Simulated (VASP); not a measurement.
Runs of VASP 6.6.1 on O2. The cell holds a molecule in a box, 2 atoms: a = 11.626 Å, b = 12.126 Å, c = 12.626 Å, α = 90.00°, β = 90.00°, γ = 90.00°. 

| level | potentials or basis | grid for exact exchange (PRECFOCK) | screening parameter | moment (μB) | largest force (eV/Å) |
| --- | --- | --- | --- | --- | --- |
| PBEsol | VASP PAW PBE potentials, release 64 (O) | - | - | 2.00 | 0.46 |
| RPBE+D3(BJ) | VASP PAW PBE potentials, release 64 (O) | - | - | 2.00 | 0.37 |
| rev-vdW-DF2 | VASP PAW PBE potentials, release 64 (O) | - | - | 2.00 | 0.07 |
| LDA | VASP PAW LDA potentials, release 64 (O) | - | - | 2.00 | 0.92 |
| HSE06+D3(BJ) | VASP PAW PBE potentials, release 64 (O) | Fast | 0.2 1/A | 2.00 | (a) |
| RPBE | VASP PAW PBE potentials, release 64 (O) | - | - | 2.00 | 0.37 |
| optB86b-vdW | VASP PAW PBE potentials, release 64 (O) | - | - | 2.00 | (b) |

Alike in all rows: task single point; spin collinear, ferromagnetic start; fixed moment (μB) 2; cell as given; k mesh 1 × 1 × 1; cutoff (eV) 400; smearing gaussian 0.01 eV.

Q: Estimate the missing entries.

A: (a) 1.88; (b) 0.08.

Caveats: the standard files for N, O and F lose accuracy on very short bonds; the total moment is fixed, so each spin has its own Fermi level; the PAW data sets were made with another functional, which shifts forces and pressure a little (some runs).

Runs at the PBE level aren't shown here.
